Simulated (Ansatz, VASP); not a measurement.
# Cross-check of NiS between VASP and Ansatz, part 2 of 3

Aim: how closely do two programs agree when they are given the same cell, functional and k mesh? The cell is taken from a series of runs on this material, whose earlier steps may have relaxed, scaled, displaced or heated it; both programs get it as it stands.

VASP 6.6.1 and Ansatz 0.2.0.

So far: The structure; Ansatz: single point, LDA, DFT+U, pair 1.

## Step 3: VASP: single point, LDA, DFT+U, pair 1

Level of this step: LDA, DFT+U (Ni d 6.6 eV), spin-polarised from an antiferromagnetic start; plane waves and PAW (Ni, S) (VASP).

The same cell, functional (in two slightly different forms), mesh and smearing now go to VASP, with its own data sets.

Lines of VASP's logs that name or quote its potential files are left out, and so is its time.

The input, INCAR:

```
SYSTEM = NiS
PREC = Accurate
ENCUT = 520
EDIFF = 1E-06
NELM = 200
ISMEAR = -1
SIGMA = 0.05
LREAL = .FALSE.
ALGO = Normal
GGA = CA
NBANDS = 44
ISPIN = 2
MAGMOM = 1.17 -1.17 1.17 -1.17 -0.11 0.11 0.11 -0.11
LDAU = .TRUE.
LDAUTYPE = 2
LDAUL = 2 -1
LDAUU = 6.6 0
LDAUJ = 0 0
LDAUPRINT = 1
LASPH = .TRUE.
LMAXMIX = 4
LORBIT = 11
LWAVE = .FALSE.
LCHARG = .FALSE.
ISIF = 2
GGA_COMPAT = .FALSE.
KPAR = 2
```

The input, POSCAR:

```
NiS
1.0
   -3.4250000000      0.0000000000      0.0000000000
    0.0000000000      0.0000000000     -5.3400000000
    0.0000000000     -5.9322740160      0.0000000000
Ni S
4 4
Direct
    0.5000000000      0.0000000000      0.5000000000
    0.0000000000      0.0000000000      0.0000000000
    0.5000000000      0.5000000000      0.5000000000
    0.0000000000      0.5000000000      0.0000000000
    0.5000000010      0.7500000000      0.1666666660
    0.0000000000      0.7500000000      0.6666666660
    0.0000000000      0.2500000000      0.3333333340
    0.4999999990      0.2500000000      0.8333333340
```

The input, KPOINTS:

```
Automatic mesh
0
Gamma
8 5 5
0 0 0
```

PAW data sets: Ni and S (LDA family, release 64).

Run with:

```console
$ mpirun -np 2 vasp_std
```

Numbers of over 12 decimals in the logs are rounded to 6 here.

The program printed:

```text
[banner, memory and clock lines left out]
running    2 mpi-ranks, on    1 nodes
 distrk:  each k-point on    1 cores,    2 groups
 distr:  one band on    1 cores,    1 groups

 POSCAR found type information on POSCAR NiS
 POSCAR found :  2 types and       8 ions
 LDA part: xc-table for (Slater(with rela. corr.)+CA(PZ))
 , standard interpolation
 POSCAR, INCAR and KPOINTS ok, starting setup
 FFT: planning ... GRIDC
 FFT: planning ... GRID_SOFT
 FFT: planning ... GRID
 WAVECAR not read
 entering main loop
       N       E                     dE             d eps       ncg     rms          rms(c)
DAV:   1     0.537803843204E+03    0.53780E+03   -0.28330E+04  7920   0.173E+03
DAV:   2     0.378363776859E+02   -0.49997E+03   -0.47411E+03  7944   0.389E+02
DAV:   3    -0.296343051874E+02   -0.67471E+02   -0.63795E+02  8480   0.158E+02
DAV:   4    -0.330864163558E+02   -0.34521E+01   -0.33806E+01  9744   0.339E+01
DAV:   5    -0.331830995880E+02   -0.96683E-01   -0.96541E-01  9844   0.587E+00    0.258E+01
DAV:   6    -0.345728024017E+02   -0.13897E+01   -0.18481E+01  9296   0.781E+01    0.186E+01
DAV:   7    -0.339230035074E+02    0.64980E+00   -0.78301E+00  9200   0.549E+01    0.115E+01
DAV:   8    -0.350545193896E+02   -0.11315E+01   -0.13068E+00 13192   0.233E+01    0.975E+00
DAV:   9    -0.351183690222E+02   -0.63850E-01   -0.98605E-01 12020   0.148E+01    0.602E+00
DAV:  10    -0.351020479133E+02    0.16321E-01   -0.87037E-01 14232   0.120E+01    0.264E+00
DAV:  11    -0.351518936926E+02   -0.49846E-01   -0.26778E-01 10596   0.346E+00    0.137E+00
DAV:  12    -0.351566889845E+02   -0.47953E-02   -0.33455E-02 10572   0.339E+00    0.480E-01
DAV:  13    -0.351594657145E+02   -0.27767E-02   -0.21513E-02  9152   0.975E-01    0.189E-01
DAV:  14    -0.351597320928E+02   -0.26638E-03   -0.83734E-04  9704   0.256E-01    0.101E-01
DAV:  15    -0.351598524480E+02   -0.12036E-03   -0.13018E-04 11104   0.200E-01    0.412E-02
DAV:  16    -0.351598902289E+02   -0.37781E-04   -0.14370E-04 13352   0.182E-01    0.276E-02
DAV:  17    -0.351599036849E+02   -0.13456E-04   -0.77982E-05 10480   0.801E-02    0.148E-02
DAV:  18    -0.351599092451E+02   -0.55601E-05   -0.52617E-06  9848   0.350E-02    0.704E-03
DAV:  19    -0.351599126823E+02   -0.34372E-05   -0.47217E-06  8792   0.237E-02    0.511E-03
DAV:  20    -0.351599157302E+02   -0.30480E-05   -0.12379E-06  6184   0.297E-02    0.474E-03
DAV:  21    -0.351599174679E+02   -0.17377E-05   -0.48109E-06  9020   0.207E-02    0.328E-03
DAV:  22    -0.351599181932E+02   -0.72522E-06   -0.86602E-07  5508   0.130E-02
   1 F= -.35159918E+02 E0= -.35158703E+02  d E =-.243030E-02  mag=    -0.0000
```

OUTCAR, selected parts (step 3):

```text
ion  position               nearest neighbor table
   1  0.500  0.000  0.500-   6 2.39   7 2.39   6 2.39   7 2.39   5 2.39   8 2.39   3 2.67   3 2.67

  LATTYP: Found a simple orthorhombic cell.
 ALAT       =     3.4250000000
 B/A-ratio  =     1.5591240876
 C/A-ratio  =     1.7320508076

 Subroutine GETGRP returns: Found  8 space group operations
 (whereof  4 operations were pure point group operations)

The static configuration has the point symmetry C_2h.
 The point group associated with its full space group is D_2h.

 Found     45 irreducible k-points:

   k-points           NKPTS =     45   k-points in BZ     NKDIM =     45   number of bands    NBANDS=     44

   dimension x,y,z NGX =    28 NGY =   40 NGZ =   48
   dimension x,y,z NGXF=    56 NGYF=   80 NGZF=   96

   ENCUT  =  520.0 eV  38.22 Ry    6.18 a.u.   6.37  9.93 11.03*2*pi/ulx,y,z

   NELECT =      64.0000    total number of electrons

 k-points in reciprocal lattice and weights: Automatic mesh
   0.00000000  0.00000000  0.00000000       0.005
   0.12500000  0.00000000  0.00000000       0.010
   0.25000000  0.00000000  0.00000000       0.010
   0.37500000  0.00000000  0.00000000       0.010
   0.50000000  0.00000000  0.00000000       0.005
   0.00000000  0.20000000  0.00000000       0.010
   0.12500000  0.20000000  0.00000000       0.020
   0.25000000  0.20000000  0.00000000       0.020
   0.37500000  0.20000000  0.00000000       0.020
[...]
0.37500000  0.40000000  0.40000000       0.040
   0.50000000  0.40000000  0.40000000       0.020

atom =   1  type =  1  l = 2

 onsite density matrix

spin component  1

  0.9809 -0.0000 -0.0000 -0.0198 -0.0000
 -0.0000  0.9984  0.0011  0.0000 -0.0192
 -0.0000  0.0011  0.9707  0.0000 -0.0004
 -0.0198  0.0000  0.0000  0.9941 -0.0000
 -0.0000 -0.0192 -0.0004 -0.0000  0.9785

spin component  2

  0.7655  0.0000  0.0000  0.2842 -0.0000
  0.0000  0.5488  0.0169 -0.0000  0.3249
  0.0000  0.0169  0.9657 -0.0000 -0.0141
  0.2842 -0.0000 -0.0000  0.5568  0.0000
 -0.0000  0.3249 -0.0141  0.0000  0.7072

 occupancies and eigenvectors

  o =  0.2929  v =  0.0000  0.0000  0.0000  0.0000  0.0000  0.0000  0.7859 -0.0327  0.0000 -0.6174      0.0000  0.0000  0.0000  0.0000  0.0000  0.0000  0.0000  0.0000  0.0000  0.0000
  o =  0.3584  v =  0.0000  0.0000  0.0000  0.0000  0.0000 -0.5724  0.0000  0.0000  0.8200 -0.0000      0.0000  0.0000  0.0000  0.0000  0.0000  0.0000  0.0000  0.0000  0.0000  0.0000
  o =  0.9623  v =  0.0000  0.0000  0.0000  0.0000  0.0000  0.0000  0.6146  0.1502  0.0000  0.7744      0.0000  0.0000  0.0000  0.0000  0.0000  0.0000  0.0000  0.0000  0.0000  0.0000
  o =  0.9639  v =  0.0000  0.0000  0.0000  0.0000  0.0000 -0.8200  0.0000 -0.0000 -0.5724  0.0000      0.0000  0.0000  0.0000  0.0000  0.0000  0.0000  0.0000  0.0000  0.0000  0.0000
  o =  0.9665  v =  0.0000  0.0000  0.0000  0.0000  0.0000  0.0000  0.0674 -0.9881  0.0000  0.1382      0.0000  0.0000  0.0000  0.0000  0.0000  0.0000  0.0000  0.0000  0.0000  0.0000
  o =  0.9666  v = -0.8110  0.0000 -0.0000 -0.5851 -0.0000  0.0000  0.0000  0.0000  0.0000  0.0000      0.0000  0.0000  0.0000  0.0000  0.0000  0.0000  0.0000  0.0000  0.0000  0.0000
[...]
o =  0.9639  v = -0.8200  0.0000  0.0000  0.5724 -0.0000  0.0000  0.0000  0.0000  0.0000  0.0000      0.0000  0.0000  0.0000  0.0000  0.0000  0.0000  0.0000  0.0000  0.0000  0.0000
  o =  0.9665  v =  0.0000 -0.0674 -0.9881  0.0000  0.1382  0.0000  0.0000  0.0000  0.0000  0.0000      0.0000  0.0000  0.0000  0.0000  0.0000  0.0000  0.0000  0.0000  0.0000  0.0000
  o =  0.9666  v =  0.0000  0.0000  0.0000  0.0000  0.0000 -0.8110 -0.0000 -0.0000  0.5851  0.0000      0.0000  0.0000  0.0000  0.0000  0.0000  0.0000  0.0000  0.0000  0.0000  0.0000
  o =  0.9668  v =  0.0000  0.0000  0.0000  0.0000  0.0000  0.0000 -0.5195 -0.0478 -0.0000  0.8531      0.0000  0.0000  0.0000  0.0000  0.0000  0.0000  0.0000  0.0000  0.0000  0.0000
  o =  0.9707  v =  0.0000  0.0000  0.0000  0.0000  0.0000 -0.0000  0.0006 -0.9985  0.0000 -0.0556      0.0000  0.0000  0.0000  0.0000  0.0000  0.0000  0.0000  0.0000  0.0000  0.0000
  o =  1.0084  v =  0.0000  0.0000  0.0000  0.0000  0.0000 -0.5851  0.0000 -0.0000 -0.8110  0.0000      0.0000  0.0000  0.0000  0.0000  0.0000  0.0000  0.0000  0.0000  0.0000  0.0000
  o =  1.0101  v =  0.0000  0.0000  0.0000  0.0000  0.0000  0.0000  0.8545 -0.0284  0.0000  0.5187      0.0000  0.0000  0.0000  0.0000  0.0000  0.0000  0.0000  0.0000  0.0000  0.0000

 average (electrostatic) potential at core
       1 -83.4445       2 -83.4445       3 -83.4445       4 -83.4445       5 -83.9850
       6 -83.9850       7 -83.9850       8 -83.9850

 E-fermi :   8.1250

 spin component 1
 k-point     1 :       0.0000    0.0000    0.0000
  band No.  band energies     occupation
    ...
     28       6.5580      1.00000
     29       7.1254      1.00000
     30       7.1322      1.00000
     31       7.7391      0.99956
     32       7.7852      0.99889
     33       8.3279      0.01700
     34       8.9109      0.00000
     35      10.2504      0.00000
     36      10.6615      0.00000
     37      12.0986      0.00000
    ...

 k-point     2 :       0.1250    0.0000    0.0000
  band No.  band energies     occupation
    ...
     28       6.3337      1.00000
     29       6.6665      1.00000
     30       6.8405      1.00000
     31       7.2080      1.00000
     32       7.7045      0.99978
     33       8.4295      0.00226
     34       8.8702      0.00000
     35      10.0148      0.00000
     36      10.1873      0.00000
     37      12.0402      0.00000
    ...

 k-point     3 :       0.2500    0.0000    0.0000
  band No.  band energies     occupation
    ...
     28       5.5805      1.00000
     29       5.9023      1.00000
     30       6.5434      1.00000
     31       6.8662      1.00000
     32       6.9696      1.00000
     33       8.7045      0.00001
     34       9.0274      0.00000
     35       9.5269      0.00000
     36       9.8767      0.00000
     37      10.9782      0.00000
    ...

 k-point     4 :       0.3750    0.0000    0.0000
  band No.  band energies     occupation
    ...
     28       5.1914      1.00000
     29       5.2421      1.00000
     30       6.3107      1.00000
     31       6.4717      1.00000
     32       6.7969      1.00000
     33       8.4630      0.00116
     34       9.3072      0.00000
     35       9.3673      0.00000
     36       9.5496      0.00000
     37      10.8075      0.00000
    ...

 k-point     5 :       0.5000    0.0000    0.0000
  band No.  band energies     occupation
    ...
     28       5.2269      1.00000
     29       5.3431      1.00000
     30       6.1842      1.00000
     31       6.2688      1.00000
     32       6.8564      1.00000
     33       8.3674      0.00779
     34       9.3067      0.00000
     35       9.3183      0.00000
     36       9.4270      0.00000
     37      11.3556      0.00000
    ...

 k-point     6 :       0.0000    0.2000    0.0000
  band No.  band energies     occupation
    ...
     28       6.7288      1.00000
     29       6.8259      1.00000
     30       6.9778      1.00000
     31       7.2829      1.00000
     32       8.0697      0.75151
     33       8.3048      0.02674
     34       9.2601      0.00000
     35      10.1990      0.00000
     36      10.3424      0.00000
     37      11.6963      0.00000
    ...

  Total       -2.8199307     -1.3721303     -2.1434899      0.0000000      0.0000000      0.0000000
  in kB      -41.6414627    -20.2620273    -31.6525704      0.0000000      0.0000000      0.0000000
  external PRESSURE =     -31.1853534 kB  Pullay stress =       0.0000000 kB

  energy-cutoff  :      520.00
  volume of cell :      108.50
      direct lattice vectors                 reciprocal lattice vectors
    -3.425000000  0.000000000  0.000000000    -0.291970803  0.000000000  0.000000000
     0.000000000  0.000000000 -5.340000000     0.000000000  0.000000000 -0.187265918
     0.000000000 -5.932274016  0.000000000     0.000000000 -0.168569422  0.000000000

 POSITION                                       TOTAL-FORCE (eV/Angst)
 -----------------------------------------------------------------------------------
     -1.71250     -2.96614      0.00000        -0.000000      0.000000     -0.000000
      0.00000      0.00000      0.00000        -0.000000      0.000000      0.000000
     -1.71250     -2.96614     -2.67000        -0.000000      0.000000      0.000000
      0.00000      0.00000     -2.67000        -0.000000      0.000000      0.000000
     -1.71250     -0.98871     -4.00500         0.000000     -0.025047     -0.000000
      0.00000     -3.95485     -4.00500        -0.000000     -0.025047      0.000000
      0.00000     -1.97742     -1.33500         0.000000      0.025047      0.000000
     -1.71250     -4.94356     -1.33500         0.000000      0.025047     -0.000000
 -----------------------------------------------------------------------------------
    total drift:                               -0.000000     -0.000000      0.000000

  FREE ENERGIE OF THE ION-ELECTRON SYSTEM (eV)
  ---------------------------------------------------
  free  energy   TOTEN  =       -35.1599181932 eV

  energy  without entropy=      -35.1574878905  energy(sigma->0) =      -35.15870304

 total charge
# of ion       s       p       d       tot
------------------------------------------
    1        0.386   0.465   8.436   9.286
    2        0.386   0.465   8.436   9.286
    3        0.386   0.465   8.436   9.286
    4        0.386   0.465   8.436   9.286
    5        1.330   2.399   0.000   3.729
    6        1.330   2.399   0.000   3.729
    7        1.330   2.399   0.000   3.729
    8        1.330   2.399   0.000   3.729
--------------------------------------------------
tot          6.864  11.456  33.742  52.062

 magnetization (x)
# of ion       s       p       d       tot
------------------------------------------
    1       -0.000   0.003   1.377   1.380
    2        0.000  -0.003  -1.377  -1.380
    3       -0.000   0.003   1.377   1.380
    4        0.000  -0.003  -1.377  -1.380
    5       -0.008  -0.067   0.000  -0.075
    6        0.008   0.067   0.000   0.075
    7        0.008   0.067   0.000   0.075
    8       -0.008  -0.067   0.000  -0.075
--------------------------------------------------
tot          0.000   0.000   0.000   0.000

[... 1 further part left out ...]
```

The run ends at a pressure of -3.12 GPa, with forces up to 0.025 eV/Å.

## Step 4: Comparison

Known differences besides the potentials themselves: VASP starts from the moments at which Ansatz ended; U acts on the PAW sphere in VASP and on atomic orbitals in Ansatz, so only states and trends compare; the two LDA forms differ slightly; the data sets hold 96 valence electrons in Ansatz (on its default PAW (the set named soft_2) files) and 64 in VASP; the cutoff is 420 eV in Ansatz and 520 eV in VASP; VASP's log shows a relativistic correction to its local exchange, Ansatz's none; site moments are counted in spheres of each program's own size. Total energies have different zeros and are not compared.

The two programs side by side:

```tsv
quantity	Ansatz	VASP	difference
moment on Ni1 (μB)	1.17	1.38	-0.21
moment on Ni2 (μB)	-1.17	-1.38	+0.21
moment on Ni3 (μB)	1.17	1.38	-0.21
moment on Ni4 (μB)	-1.17	-1.38	+0.21
moment on S5 (μB)	-0.11	-0.07	-0.03
moment on S6 (μB)	0.11	0.07	+0.03
moment on S7 (μB)	0.11	0.07	+0.03
moment on S8 (μB)	-0.11	-0.07	-0.03
```

(Part 2 of 3 ends here.)

[Lines on the potential files, build, host, timing and source positions are cut from VASP's logs without a mark.]

[Logs are printed without paths, hosts, clocks, repeated set-up lines and the standing remarks that a program may print on its own settings, such as how far it seeks lower states.]

[Hosts, paths, dates, database ids (printed as entryN), source tags and the programs' standing remarks are cut or masked in the printed files.]
